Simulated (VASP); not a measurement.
VASP input:

### POSCAR
```
PbTe
1
   -0.0000000000     3.2826087795     3.2826087795
    3.2826087795    -0.0000000000     3.2826087795
    3.2826087795     3.2826087795     0.0000000000
Te Pb
1 1
Direct
  0.5000000000   0.5000000000   0.5000000000
  0.0000000000   0.0000000000   0.0000000000
```

**INCAR**
```
# general
SYSTEM  = PbTe
PREC    = Accurate
ENCUT   = 520   # plane-wave cut-off (eV)
LREAL   = .False.   # projection in real space or not
LASPH   = .True.   # aspherical one-centre terms

# electronic loop
EDIFF   = 1E-6
NELM    = 100   # most electronic steps
ALGO    = Normal   # blocked Davidson
LMAXMIX = 4

# smearing
ISMEAR  = 0
SIGMA   = 0.05

# functional
GGA     = 91

# ions
IBRION  = 2
NSW     = 60
ISIF    = 3   # ions, shape and volume
EDIFFG  = -0.01

# output
LWAVE   = .False.
LCHARG  = .False.
```

**KPOINTS**
```
Automatic
0
G
  6 6 6
0 0 0
```

POTCAR, in this order: Te Pb_d (PBE.64 set). Program: vasp_std.

Question: Write an equivalent input for Quantum ESPRESSO's pw.x.

Answer: One equivalent input (not run):
```
&CONTROL
  calculation = 'vc-relax'
  pseudo_dir = './pseudo'
  outdir = './out'
  tprnfor = .true.
  tstress = .true.
  nstep = 60
  forc_conv_thr = 0.00039
/
&SYSTEM
  ibrav = 0
  nat = 2
  ntyp = 2
  ecutwfc = 82.3
  occupations = 'smearing'
  smearing = 'gaussian'
  degauss = 0.003675
  input_dft = 'pw91'
/
&ELECTRONS
  conv_thr = 7.3e-08
  electron_maxstep = 100
/
&IONS
/
&CELL
/
ATOMIC_SPECIES
  Te 127.600 Te.upf
  Pb 207.200 Pb.upf
CELL_PARAMETERS angstrom
    -0.0000000    3.2826088    3.2826088
     3.2826088   -0.0000000    3.2826088
     3.2826088    3.2826088    0.0000000
ATOMIC_POSITIONS crystal
  Te   0.5000000  0.5000000  0.5000000
  Pb   0.0000000  0.0000000  0.0000000
K_POINTS automatic
  6 6 6 0 0 0
```
The two are equivalent in intent, not identical: the potentials are each code's own (VASP's PAW set, PseudoDojo norm-conserving files in pw.x), so ENCUT and ecutwfc are chosen apart and not converted; conv_thr bounds pw.x's estimated SCF error, while EDIFF bounds the energy change between steps; forc_conv_thr acts on force components and is met together with etot_conv_thr.

The compound is PbTe in the rock salt structure. It was relaxed first. The start is the result of an earlier pass.
